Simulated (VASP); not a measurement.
Given:

```xyz
1
Lattice="-3.0500 3.0500 3.0500 3.0500 -3.0500 3.0500 3.0500 3.0500 -3.0500" Properties=species:S:1:pos:R:3 pbc="T T T"
Cs     0.0000     0.0000     0.0000
```

These are PBE GGA, VASP's PBE PAW potentials (set 64) (plane waves; VASP) values and carry that method's errors. Numerical set-up: 300 eV cut-off, 6×6×6 Γ-centred mesh, Fermi-Dirac smearing of 0.050 eV, potentials Cs_sv.

Unless said otherwise, spin-orbit coupling is left out, though it shifts the bands of the heavy elements here.

Estimate the energy per atom (σ→0), band gap (on the k-mesh) with the smallest direct gap where there is one.

```
Quantity                                                    Result
------------------------  ----------------------------------------
band gap (on the k-mesh)  none (metal, semimetal or under 0.01 eV)
energy per atom (σ→0)                                -837 meV/atom
```

The structure is a typed Cs crystal (Im-3m). The cell was not relaxed at this level.
